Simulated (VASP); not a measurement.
These are PBEsol GGA, VASP's PBE PAW potentials (set 64) (plane waves; VASP 6.6.1) values and carry that method's errors.

VASP input:

**INCAR**
```
! general
SYSTEM   =  InAu3
PREC     =  Accurate
ENCUT    =  300
LREAL    =  .FALSE.   ! projection in real space or not
LASPH    =  .TRUE.   ! aspherical one-centre terms

! electronic loop
EDIFF    =  1E-6
NELM     =  100
ALGO     =  Normal
LMAXMIX  =  6

! smearing
ISMEAR   =  -1
SIGMA    =  0.1   ! width (eV)

! functional
GGA      =  PS

! ions
ISIF     =  2   ! forces and stress, cell fixed

! output
LWAVE    =  .FALSE.
LCHARG   =  .FALSE.
```

### KPOINTS
```
Regular mesh
0
G
3 3 3
0 0 0
```

**POSCAR**
```
InAu3
1
    4.8373300000     0.0000000000     0.0000000000
    0.0000000000     5.7787600000     0.0000000000
    0.0000000000     0.0000000000     5.2718300000
In Au
2 6
Direct
  0.4975940000   0.4992620000   0.3361270000
 -0.0054760000   0.0166920000   0.6572760000
 -0.0038190000   0.4923380000   0.6623480000
  0.4965600000   0.0025350000   0.3298980000
  0.0120730000   0.7522980000   0.1727450000
 -0.0101620000   0.2415490000   0.1642370000
  0.5059740000   0.7475890000   0.8441710000
  0.5072560000   0.2477380000   0.8331970000
```

POTCAR, in this order: In_d Au (PBE.64 set). Program: vasp_std.

At this cut-off the stress carries a Pulay error, which pulls relaxed volumes low. Unless said otherwise, spin-orbit coupling is left out, though it shifts the bands of the heavy elements here.

Q: What does the run give for the energy per atom (σ→0), pressure, largest force, band gap (on the k-mesh)?

A: 
```yaml
energy per atom (σ→0): -3.808 eV/atom
band gap (on the k-mesh): none (metal, semimetal or under 0.01 eV)
pressure: -4.30 GPa
largest_force: 0.03168 Ry/bohr
```

**OSZICAR**
```
...
DAV:   7    -0.305340251819E+02    0.12815E+00   -0.37498E-01  2211   0.389E+00    0.635E+00
DAV:   8    -0.305040770136E+02    0.29948E-01   -0.57774E-02  2194   0.195E+00    0.274E-01
DAV:   9    -0.305019263933E+02    0.21506E-02   -0.11566E-02  2118   0.113E+00    0.181E-01
DAV:  10    -0.305018838664E+02    0.42527E-04   -0.77961E-04  2164   0.204E-01    0.783E-02
DAV:  11    -0.305018900191E+02   -0.61527E-05   -0.50399E-05  2119   0.457E-02    0.317E-02
DAV:  12    -0.305018927636E+02   -0.27444E-05   -0.36869E-06  1382   0.120E-02    0.737E-03
DAV:  13    -0.305018931610E+02   -0.39739E-06   -0.58625E-07   959   0.794E-03
   1 F= -.30501893E+02 E0= -.30461715E+02  d E =-.803563E-01
```

The structure comes from a computed database's InAu3 entry (Pmmn); how it stands against other phases isn't given here. The cell was not relaxed at this level, atoms are displaced from their ideal sites. The k-mesh is coarse (spacing up to 0.43 per Å, 2π included), so the numbers may not be converged in it.
